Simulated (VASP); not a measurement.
# MnPt (P4/mmm) in VASP: further runs, part 2 of 2

VASP 6.6.1.

### 3 Relaxation of cell and atoms, LDA, collinear spin, ferromagnetic start

This run uses another cell than the first one, of 12.76 Å³/atom, 0.870 times its volume.

File INCAR:

```
SYSTEM = MnPt
  PREC = Accurate
  ENCUT = 600
  EDIFF = 1E-7
  ISMEAR = 1
  SIGMA = 0.1
  LREAL = .FALSE.
  LASPH = .TRUE.
  NELM = 150
  ALGO = Normal
  ISIF = 3
  LWAVE = .FALSE.
  LCHARG = .FALSE.
  ISPIN = 2
  MAGMOM = 4 0
  LORBIT = 11
  LMAXMIX = 4
  IBRION = 2
  NSW = 90
  EDIFFG = -0.005
  AMIX = 0.2
  BMIX = 1E-4
  AMIX_MAG = 0.8
  BMIX_MAG = 1E-4
```

File KPOINTS:

```
Automatic mesh
0
G
  14 14 10
  0 0 0
```

File POSCAR:

```
MnPt                                    
1.0
    2.6320097220      0.0000000000      0.0000000000
    0.0000000000      2.6320097220     -0.0000000000
    0.0000000000      0.0000000000      3.6825607016
  Mn              Pt            
     1     1
Direct
     0.0000000000000000    0.0000000000000000    0.0000000000000000
     0.5000000000000000    0.5000000000000000    0.5000000000000000
```

Potentials or basis: VASP PAW LDA potentials, release 64 (Mn_pv, Pt).

The run is started by

```bash
$ cat potpaw_LDA.64/Mn_pv/POTCAR potpaw_LDA.64/Pt/POTCAR > POTCAR
$ mpirun -np 1 vasp_std > vasp.out
```

OUTCAR:

```text
SYSTEM = MnPt
   PREC = Accurate
   ENCUT = 600
   EDIFF = 1E-7
   ISMEAR = 1
   LREAL = .FALSE.
   LASPH = .TRUE.
   NELM = 150
   ISIF = 3
   ISPIN = 2
   LORBIT = 11
   IBRION = 2
   NSW = 90
   EDIFFG = -0.005
   AMIX = 0.2
   AMIX_MAG = 0.8

 ion  position               nearest neighbor table
   1  0.000  0.000  0.000-   2 2.62   2 2.62   2 2.62   2 2.62   2 2.62   2 2.62   2 2.62   2 2.62

   2  0.500  0.500  0.500-   1 2.62   1 2.62   1 2.62   1 2.62   1 2.62   1 2.62   1 2.62   1 2.62

  LATTYP: Found a simple tetragonal cell.
 ALAT       =     2.6320097220
 C/A-ratio  =     1.3991440346

  Lattice vectors:

 A1 = (   2.6320097220,   0.0000000000,   0.0000000000)
 A2 = (   0.0000000000,   2.6320097220,   0.0000000000)
 A3 = (   0.0000000000,   0.0000000000,   3.6825607016)

Analysis of symmetry for initial positions (statically):
=====================================================================
 Subroutine PRICEL returns:
 Original cell was already a primitive cell.

 Routine SETGRP: Setting up the symmetry group for a
 simple tetragonal supercell.

 Subroutine GETGRP returns: Found 16 space group operations
 (whereof 16 operations were pure point group operations)
 out of a pool of 16 trial point group operations.

The static configuration has the point symmetry D_4h.

Analysis of symmetry for dynamics (positions and initial velocities):
=====================================================================
 Subroutine PRICEL returns:
 Original cell was already a primitive cell.

 Routine SETGRP: Setting up the symmetry group for a
 simple tetragonal supercell.

 Subroutine GETGRP returns: Found 16 space group operations
 (whereof 16 operations were pure point group operations)
 out of a pool of 16 trial point group operations.

The dynamic configuration has the point symmetry D_4h.

Analysis of structural, dynamic, and magnetic symmetry:
=====================================================================
 Subroutine PRICEL returns:
[... 145 lines left out ...]
 maximum number of plane-waves:       888
 NGX is ok and might be reduce to    24
   NGX = 11   NGY = 11   NGZ = 15

--------------------------------------- Ionic step        1  -------------------------------------------

 number of electron      22.9999999 magnetization       1.8148441

 Free energy of the ion-electron system (eV)
  ---------------------------------------------------
  ext. energy  EPLUGINS =         0.00000000
  ---------------------------------------------------
  free energy    TOTEN  =       -17.76596698 eV

  energy without entropy =      -17.76649744  energy(sigma->0) =      -17.76614380

------------------------ aborting loop because EDIFF is reached ----------------------------------------

  FORCE on cell =-STRESS in cart. coord.  units (eV):
  Direction    XX          YY          ZZ          XY          YZ          ZX
  --------------------------------------------------------------------------------------
  -------------------------------------------------------------------------------------
  Total       -0.0142070     -0.0142070     -0.0155405      0.0000000      0.0000000      0.0000000
  in kB       -0.8922521     -0.8922521     -0.9760019      0.0000000      0.0000000      0.0000000
  external PRESSURE =      -0.9201687 kB  Pullay stress =       0.0000000 kB
[... 59 lines left out ...]
--------------------------------------- Ionic step        3  -------------------------------------------

 number of electron      22.9999998 magnetization       1.8120649

 Free energy of the ion-electron system (eV)
  ---------------------------------------------------
  ext. energy  EPLUGINS =         0.00000000
  ---------------------------------------------------
  free energy    TOTEN  =       -17.76597039 eV

  energy without entropy =      -17.76653750  energy(sigma->0) =      -17.76615943

 E-fermi :  11.5303     XC(G=0): -14.0378

 val. band max:       11.5299226960   @ k =   0.3571   0.1429   0.1000
 cond. band min:      11.5350136317   @ k =   0.4286   0.0714   0.3000
 fundamental gap:      0.0050909357
 Fermi energy:        11.5303364105

 spin component 1

 k-point     1 :       0.0000    0.0000    0.0000
  band No.  band energies     occupation
      1     -37.0880      1.00000
      2     -36.7494      1.00000
      3     -36.7494      1.00000
      4       1.2084      1.00000
      5       4.3577      1.00000
      6       4.4303      1.00000
[... 459 lines left out ...]
      6       5.9545      1.00000
[... 9 lines left out ...]
     16      21.6222      0.00000
     17      22.1143      0.00000

 [... further k-points ...]

 spin component 2

 k-point     1 :       0.0000    0.0000    0.0000
  band No.  band energies     occupation
      1     -35.3022      1.00000
      2     -35.1120      1.00000
      3     -35.1120      1.00000
      4       1.3695      1.00000
      5       4.4842      1.00000
      6       4.7041      1.00000
[... 500 lines left out ...]
  FREE ENERGIE OF THE ION-ELECTRON SYSTEM (eV)
  ---------------------------------------------------
  free  energy   TOTEN  =       -17.7659703931 eV

  energy  without entropy=      -17.7665374967  energy(sigma->0) =      -17.76615943

 reached required accuracy - stopping structural energy minimisation

 total charge

# of ion       s       p       d       tot
------------------------------------------
    1        0.346   6.325   5.125  11.795
    2        0.778   0.823   8.038   9.640
--------------------------------------------------
tot          1.124   7.148  13.163  21.435

 magnetization (x)

# of ion       s       p       d       tot
------------------------------------------
    1        0.003   0.007   1.686   1.696
    2       -0.016  -0.031   0.106   0.060
--------------------------------------------------
tot         -0.012  -0.024   1.792   1.756
```

CONTCAR:

```text
MnPt
   1.00000000000000
     2.6316681572560068    0.0000000000000000    0.0000000000000000
     0.0000000000000000    2.6316681572560068    0.0000000000000000
     0.0000000000000000    0.0000000000000000    3.6820379461964965
  Mn              Pt
     1     1
Direct
     0.0000000000000000    0.0000000000000000    0.0000000000000000
     0.5000000000000000    0.5000000000000000    0.5000000000000000

  0.00000000E+00  0.00000000E+00  0.00000000E+00
  0.00000000E+00  0.00000000E+00  0.00000000E+00
```

Run time: 2.8 min. Hardware: 1 thread of Intel Xeon Platinum 8488C (Sapphire Rapids), shared host; peak memory 0.31 GiB.

Results:

```
Free energy                                           : -17.7660 eV
Relaxed volume                                        : 12.75 Å³/atom
Relaxed cell                                          : a = 2.632 Å, b = 2.632 Å, c = 3.682 Å, α = 90.00°, β = 90.00°, γ = 90.00°
Space group after relaxing (to 0.05 Å)                : P4/mmm (No. 123)
Energy gained by relaxing                             : 0.0 meV/atom
Ionic steps                                           : 3
Pressure after relaxing                               : 0.0 GPa
Band gap on the k mesh                                : none (metal or under the smearing width)
Net moment                                            : 1.81 μB per cell
Site moments                                          : Mn +1.70; Pt +0.06 μB
Valence electrons inside the program's atomic spheres : Mn 11.79; Pt 9.64
```

Final structure:
```yaml
crystal:
  lattice:
    - [2.63167, 0.00000, 0.00000]
    - [0.00000, 2.63167, 0.00000]
    - [0.00000, 0.00000, 3.68204]
  atoms:
    - { symbol: Mn, position: [0.00000, 0.00000, 0.00000] }
    - { symbol: Pt, position: [0.50000, 0.50000, 0.50000] }
```

Levels at points of the mesh, in eV from the Fermi level:
Spin up:
| k point | band 9 | band 10 | band 11 | band 12 | band 13 | band 14 | band 15 | band 16 | band 17 |
| --- | --- | --- | --- | --- | --- | --- | --- | --- | --- |
| (0.00, 0.00, 0.00) | -2.28 | -1.45 | -1.04 | 0.22 | 0.63 | 0.63 | 2.09 | 10.87 | 12.54 |
| (0.50, 0.00, 0.00) | -2.83 | -2.63 | -2.03 | -1.26 | -0.75 | 1.85 | 2.33 | 11.36 | 11.51 |
| (0.50, 0.50, 0.00) | 0.19 | 0.57 | 0.66 | 0.66 | 0.77 | 1.91 | 1.91 | 8.98 | 11.53 |
| (0.00, 0.00, 0.50) | -2.57 | -2.57 | -1.66 | -1.07 | -1.01 | -1.01 | -0.23 | 16.15 | 16.89 |
| (0.50, 0.00, 0.50) | -2.16 | -0.72 | -0.52 | 0.14 | 0.29 | 0.30 | 0.35 | 5.76 | 8.35 |
| (0.50, 0.50, 0.50) | -2.87 | -2.27 | -1.00 | 0.58 | 0.77 | 7.64 | 7.64 | 9.22 | 9.47 |
Spin down:
```csv
k point,band 8,band 9,band 10,band 11,band 12,band 13,band 14,band 15
"(0.00, 0.00, 0.00)",-3.08,-1.27,-1.19,0.28,1.76,1.79,1.79,2.32
"(0.50, 0.00, 0.00)",-3.19,-1.99,-1.73,-1.37,0.33,0.69,2.46,3.13
"(0.50, 0.50, 0.00)",0.67,1.07,1.77,1.80,1.80,2.10,2.11,2.11
"(0.00, 0.00, 0.50)",-2.52,-2.52,-1.93,-1.01,-0.21,0.37,0.37,1.50
"(0.50, 0.00, 0.50)",-2.89,-0.86,-0.56,-0.29,0.76,1.56,1.56,1.77
"(0.50, 0.50, 0.50)",-2.18,-1.84,-1.84,0.63,0.68,2.10,8.12,8.12
```
